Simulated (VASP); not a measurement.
Given:

```xyz
5
Lattice="2.2642 -3.9217 0.0000 2.2642 3.9217 0.0000 0.0000 0.0000 7.1298" Properties=species:S:1:pos:R:3 pbc="T T T"
Mg     2.2642    -3.9217     7.1298
Mg     2.2642     1.3072     4.5092
Mg     2.2642    -1.3072     2.6206
Sb     2.2642     1.3072     1.5900
Sb     2.2642    -1.3072     5.5398
```

Computed with PBE GGA with D3 dispersion (Becke-Johnson damping), VASP's PBE PAW potentials (set 64) (plane waves; VASP). Numerical set-up: 520 eV cut-off, Gaussian smearing of 0.050 eV, potentials Mg Sb.

Unless said otherwise, spin-orbit coupling is left out, though it shifts the bands of the heavy elements here.

Task: Give the energies of bands 3 to 11 at the high-symmetry points, in eV from the valence-band maximum.

Result: 
```csv
band,Γ,M,K,A,L,H
3,-5.13,-4.88,-4.58,-3.15,-5.15,-4.51
4,-1.21,-3.92,-3.76,-3.14,-4.79,-4.51
5,-1.21,-3.43,-3.76,-0.85,-2.03,-4.22
6,-0.47,-2.47,-2.72,-0.85,-1.76,-3.49
7,-0.47,-2.33,-2.72,-0.85,-1.73,-1.04
8,0.00,-0.97,-2.66,-0.85,-1.63,-1.04
9,1.19,0.27,0.17,1.72,0.46,1.74
10,1.22,1.95,4.14,1.90,1.24,1.74
11,2.98,2.12,4.24,2.62,1.70,2.47
```

The gap is indirect, 0.17 eV, from the valence maximum at Γ to the conduction minimum at K.

The compound is Mg3Sb2 in the a-la2o3 structure. It was relaxed first.
